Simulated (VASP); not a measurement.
# HfTeSe5 (P3m1) in VASP: band structure with PBE

Aim: the band structure of HfTeSe5 with PBE.

Everything below comes from runs of VASP 6.6.1. Logs are shortened: lines on timing, memory, paths and dates and some standing lists are left out, and cuts for length are marked.

**1. Starting point**

Symmetry: P3m1, No. 156, trigonal system. Conventional cell: a = 3.775 Å, b = 3.775 Å, c = 16.358 Å, α = 90.00°, β = 90.00°, γ = 120.00°. Hf (site symmetry 3m) has 6 Se at 2.68 to 2.69 Å as nearest neighbours. Te (site symmetry 3m) has 6 Se at 2.85 to 2.94 Å as nearest neighbours. Around Se (site symmetry 3m) lie 3 Hf at 2.69 Å. Se (site symmetry 3m) has 3 Hf at 2.68 Å as nearest neighbours. Se (site symmetry 3m) is surrounded by 3 Se at 2.83 Å and 3 Te at 2.94 Å. Se (site symmetry 3m) is surrounded by 3 Te at 2.85 Å. Around Se (site symmetry 3m) lie 3 Se at 2.83 Å.

The cell was built by a generator and needn't be a form met in nature.

**2. Band structure, PBE**

POSCAR reads:

```
HfTeSe5
1.0
    3.7751670000      0.0000000000      0.0000000000
   -1.8875840000      3.2693910000      0.0000000000
    0.0000000000      0.0000000000     16.3576000000
Hf Te Se
1 1 5
Direct
    0.0000000000      0.0000000000      0.9930040000
    0.0000000000      0.0000000000      0.4204610000
    0.3333330000      0.6666670000      0.0893240000
    0.6666670000      0.3333330000      0.8972070000
    0.3333330000      0.6666670000      0.5406860000
    0.6666670000      0.3333330000      0.3082760000
    0.0000000000      0.0000000000      0.6510400000
```

INCAR.step1 reads:

```
PREC = Accurate
ENCUT = 520
EDIFF = 1E-7
ISMEAR = 0
SIGMA = 0.1
LREAL = F
LASPH = T
NELM = 100
ALGO = Normal
ISIF = 2
LWAVE = F
LCHARG = T
LMAXMIX = 4
GGA = PE
NBANDS = 32
```

KPOINTS.step1 reads:

```
regular mesh
0
Gamma
  10 10 2
```

INCAR.step2 reads:

```
PREC = Accurate
ENCUT = 520
EDIFF = 1E-7
ISMEAR = 0
SIGMA = 0.05
LREAL = F
LASPH = T
NELM = 100
ALGO = Normal
ISIF = 2
LWAVE = F
LCHARG = F
LMAXMIX = 4
GGA = PE
NBANDS = 32
ICHARG = 11
```

KPOINTS.step2 reads:

```
path GMKGALHA,LM,KH
20
line-mode
reciprocal
 0.0000000000  0.0000000000  0.0000000000  G
 0.5000000000  0.0000000000  0.0000000000  M

 0.5000000000  0.0000000000  0.0000000000  M
 0.3333333333  0.3333333333  0.0000000000  K

 0.3333333333  0.3333333333  0.0000000000  K
 0.0000000000  0.0000000000  0.0000000000  G

 0.0000000000  0.0000000000  0.0000000000  G
 0.0000000000  0.0000000000  0.5000000000  A

 0.0000000000  0.0000000000  0.5000000000  A
 0.5000000000  0.0000000000  0.5000000000  L

 0.5000000000  0.0000000000  0.5000000000  L
 0.3333333333  0.3333333333  0.5000000000  H

 0.3333333333  0.3333333333  0.5000000000  H
 0.0000000000  0.0000000000  0.5000000000  A

 0.5000000000  0.0000000000  0.5000000000  L
 0.5000000000  0.0000000000  0.0000000000  M

 0.3333333333  0.3333333333  0.0000000000  K
 0.3333333333  0.3333333333  0.5000000000  H
```

Potentials or basis: VASP PAW PBE potentials, release 64 (Hf_pv, Te, Se).

Launch:

```
cat potpaw_PBE.64/Hf_pv/POTCAR potpaw_PBE.64/Te/POTCAR potpaw_PBE.64/Se/POTCAR > POTCAR
cp INCAR.step1 INCAR
cp KPOINTS.step1 KPOINTS
mpirun -np 1 vasp_std > vasp.out
cp INCAR.step2 INCAR
cp KPOINTS.step2 KPOINTS
mpirun -np 1 vasp_std > vasp.out
```

OUTCAR:

```text
PREC = Accurate
   ENCUT = 520
   EDIFF = 1E-7
   ISMEAR = 0
   LREAL = F
   LASPH = T
   NELM = 100
   ISIF = 2
   GGA = PE
   ICHARG = 11

 ion  position               nearest neighbor table
   1  0.000  0.000  0.993-   4 2.68   4 2.68   4 2.68   3 2.69   3 2.69   3 2.69
   2  0.000  0.000  0.420-   6 2.85   6 2.85   6 2.85   5 2.94   5 2.94   5 2.94
   3  0.333  0.667  0.089-   1 2.69   1 2.69   1 2.69
   4  0.667  0.333  0.897-   1 2.68   1 2.68   1 2.68
   5  0.333  0.667  0.541-   2 2.94   2 2.94   2 2.94
   6  0.667  0.333  0.308-   2 2.85   2 2.85   2 2.85
   7  0.000  0.000  0.651-

  LATTYP: Found a hexagonal cell.
 ALAT       =     3.7751670000
 C/A-ratio  =     4.3329473901

  Lattice vectors:

 A1 = (   3.7751670000,   0.0000000000,   0.0000000000)
 A2 = (  -1.8875840000,   3.2693910000,   0.0000000000)
 A3 = (   0.0000000000,   0.0000000000,  16.3576000000)

Analysis of symmetry for initial positions (statically):
=====================================================================
 Subroutine PRICEL returns:
 Original cell was already a primitive cell.

 Routine SETGRP: Setting up the symmetry group for a
 hexagonal supercell.

 Subroutine GETGRP returns: Found  6 space group operations
 (whereof  6 operations were pure point group operations)
 out of a pool of 24 trial point group operations.

The static configuration has the point symmetry C_3v.

Analysis of symmetry for dynamics (positions and initial velocities):
=====================================================================
 Subroutine PRICEL returns:
 Original cell was already a primitive cell.

 Routine SETGRP: Setting up the symmetry group for a
 hexagonal supercell.

 Subroutine GETGRP returns: Found  6 space group operations
 (whereof  6 operations were pure point group operations)
 out of a pool of 24 trial point group operations.

The dynamic configuration has the point symmetry C_3v.

 Subroutine INISYM returns: Found  6 space group operations
 (whereof  6 operations are pure point group operations),
 and found     1 'primitive' translations

----------------------------------------------------------------------------------------

                                     Primitive cell

  volume of cell :     201.8936

  direct lattice vectors                    reciprocal lattice vectors
     3.775167000  0.000000000  0.000000000     0.264888944  0.152933721  0.000000000
[... 95 lines left out ...]
   ISIF   =      2    stress and relaxation
   ISYM   =      2    0-nonsym 1-usesym 2-fastsym
   POTIM  = 0.5000    time-step for ionic-motion
   TEBEG  =    0.0;   TEEND  =   0.0 temperature during run
   PSTRESS=    0.0 pullay stress
   NELECT =      46.0000    total number of electrons
   NUPDOWN=      -1.0000    fix difference up-down
   EMIN   =  10.00;   EMAX   =-10.00  energy-range for DOS
   EFERMI =   0.00;   METHOD = LEGACY
   ISMEAR =     0;   SIGMA  =   0.05  broadening in eV -4-tet -1-fermi 0-gaus
   EFERMI_NEDOS =   21; number of points for ismear=-14 and -15
   IALGO  =     38    algorithm
   IMIX   =      4    mixing-type and parameters
     AMIX     =   0.40;   BMIX     =  1.00
     AMIX_MAG =   1.60;   BMIX_MAG =  1.00
  volume/ion in A,a.u.               =      28.84       194.64
  Fermi-wavevector in a.u.,A,eV,Ry     =   0.999892  1.889523 13.602896  0.999785
  Thomas-Fermi vector in A             =   2.132213
   LORBIT       =      0    0 simple, 1 ext, 2 COOP (PROOUT), +10 PAW based schemes
   GGA     = PE    functional components
   LHFCALC =     F    Hartree Fock is set to
   AEXX    =    0.0000 exact exchange contribution
   IVDW    =     0    specifies the selected vdW correction
   LEPSILON=     F    determine dielectric tensor
   LRPA    =     F    only Hartree local field effects (RPA)
 non-spin polarized calculation
 Gauss-broadening in eV      SIGMA  =   0.05
  energy-cutoff  :      520.00
  volume of cell :      201.89
 maximum number of plane-waves:      5469
 NGX is ok and might be reduce to    28

 number of electron      45.9999999 magnetization

 Free energy of the ion-electron system (eV)
  ---------------------------------------------------
  ext. energy  EPLUGINS =         0.00000000
  ---------------------------------------------------
  free energy    TOTEN  =       -31.08717649 eV

  energy without entropy =      -31.08268173  energy(sigma->0) =      -31.08492911

 E-fermi :   3.1417     XC(G=0):  -8.8430

 val. band max:        3.1406015481   @ k =   0.2895   0.0000   0.0000
 cond. band min:       3.1486347130   @ k =   0.2632   0.0000   0.0000
 fundamental gap:      0.0080331650
 Fermi energy:         3.1416687492

 k-point     1 :       0.0000    0.0000    0.0000
  band No.  band energies     occupation
      1     -28.5113      2.00000
      2     -28.4469      2.00000
      3     -28.4468      2.00000
      4     -12.2882      2.00000
      5     -11.0931      2.00000
      6     -10.4599      2.00000
[... 829 lines left out ...]
     31       7.1794      0.00000
     32       7.8806      0.00000

 [... further k-points ...]

------------------------ aborting loop because EDIFF is reached ----------------------------------------

  FORCE on cell =-STRESS in cart. coord.  units (eV):
  Direction    XX          YY          ZZ          XY          YZ          ZX
  --------------------------------------------------------------------------------------
  -------------------------------------------------------------------------------------
  Total        6.2231689      6.2231707      0.5137409     -0.0000010      0.0000000      0.0000000
  in kB       49.3855117     49.3855261      4.0769189     -0.0000076      0.0000000      0.0000000
  external PRESSURE =      34.2826522 kB  Pullay stress =       0.0000000 kB

 VOLUME and BASIS-vectors are now :
 -----------------------------------------------------------------------------
  energy-cutoff  :      520.00
  volume of cell :      201.89
      direct lattice vectors                 reciprocal lattice vectors
     3.775167000  0.000000000  0.000000000     0.264888944  0.152933721  0.000000000
    -1.887584000  3.269391000  0.000000000     0.000000000  0.305867362  0.000000000
     0.000000000  0.000000000 16.357600000     0.000000000  0.000000000  0.061133663

 POSITION                                       TOTAL-FORCE (eV/Angst)
 -----------------------------------------------------------------------------------
      0.00000      0.00000     16.24316         0.000000     -0.000000      0.006896
      0.00000      0.00000      6.87773         0.000000      0.000000     -0.228391
     -0.00000      2.17960      1.46113         0.000000     -0.000000     -0.145557
      1.88759      1.08980     14.67615        -0.000000     -0.000000      0.100003
     -0.00000      2.17960      8.84433         0.000000      0.000000     -0.112721
      1.88759      1.08980      5.04266        -0.000000     -0.000000      0.195894
      0.00000      0.00000     10.64945         0.000000     -0.000000      0.183875
 -----------------------------------------------------------------------------------
    total drift:                               -0.000042      0.000025      0.035148

  FREE ENERGIE OF THE ION-ELECTRON SYSTEM (eV)
  ---------------------------------------------------
  free  energy   TOTEN  =       -31.0871764872 eV

  energy  without entropy=      -31.0826817326  energy(sigma->0) =      -31.08492911
```

OUTCAR.step1:

```text
PREC = Accurate
   ENCUT = 520
   EDIFF = 1E-7
   ISMEAR = 0
   LREAL = F
[... 1083 lines left out ...]
      1.88759      1.08980     14.67615        -0.000000     -0.000000     -0.003119
     -0.00000      2.17960      8.84433        -0.000000      0.000000      0.004867
      1.88759      1.08980      5.04266         0.000000      0.000000      0.002599
      0.00000      0.00000     10.64945        -0.000000      0.000000      0.004663
 -----------------------------------------------------------------------------------
    total drift:                               -0.000039      0.000024     -0.000075

  FREE ENERGIE OF THE ION-ELECTRON SYSTEM (eV)
  ---------------------------------------------------
  free  energy   TOTEN  =       -32.8940017750 eV

  energy  without entropy=      -32.8709938207  energy(sigma->0) =      -32.88249780
```

It took 13 min on 1 thread of Intel Xeon Platinum 8488C (Sapphire Rapids), shared host; peak memory 1.1 GiB.

Results:

```yaml
Band_gap_along_the_path: none (metal or under the smearing width)
```

Levels at the corners of the path, in eV from the Fermi level:
| point | band 21 | band 22 | band 23 | band 24 | band 25 | band 26 |
| --- | --- | --- | --- | --- | --- | --- |
| Γ | -0.36 | -0.31 | 0.26 | 0.26 | 1.04 | 1.04 |
| M | -1.52 | -0.76 | -0.47 | -0.09 | 0.30 | 1.37 |
| M | -1.52 | -0.76 | -0.47 | -0.09 | 0.30 | 1.37 |
| K | -2.43 | -1.13 | -0.78 | 0.35 | 1.61 | 1.83 |
| K | -2.43 | -1.13 | -0.78 | 0.35 | 1.61 | 1.83 |
| Γ | -0.36 | -0.31 | 0.26 | 0.26 | 1.04 | 1.04 |
| Γ | -0.36 | -0.31 | 0.26 | 0.26 | 1.04 | 1.04 |
| A | -0.36 | -0.14 | 0.26 | 0.26 | 1.04 | 1.04 |
| A | -0.36 | -0.14 | 0.26 | 0.26 | 1.04 | 1.04 |
| L | -1.52 | -0.80 | -0.48 | -0.09 | 0.32 | 1.37 |
| L | -1.52 | -0.80 | -0.48 | -0.09 | 0.32 | 1.37 |
| H | -2.45 | -1.12 | -0.77 | 0.36 | 1.59 | 1.82 |
| H | -2.45 | -1.12 | -0.77 | 0.36 | 1.59 | 1.82 |
| A | -0.36 | -0.14 | 0.26 | 0.26 | 1.04 | 1.04 |
| L | -1.52 | -0.80 | -0.48 | -0.09 | 0.32 | 1.37 |
| M | -1.52 | -0.76 | -0.47 | -0.09 | 0.30 | 1.37 |
| K | -2.43 | -1.13 | -0.78 | 0.35 | 1.61 | 1.83 |
| H | -2.45 | -1.12 | -0.77 | 0.36 | 1.59 | 1.82 |

Caveat: the log is that of the step along the path at fixed density, whose energy, stress, charges and moments have no meaning; spin-orbit coupling is left out, which moves the levels of the heavy elements; this functional lacks dispersion, which binds the layers, so the pressure and a relaxed spacing across them are unreliable.
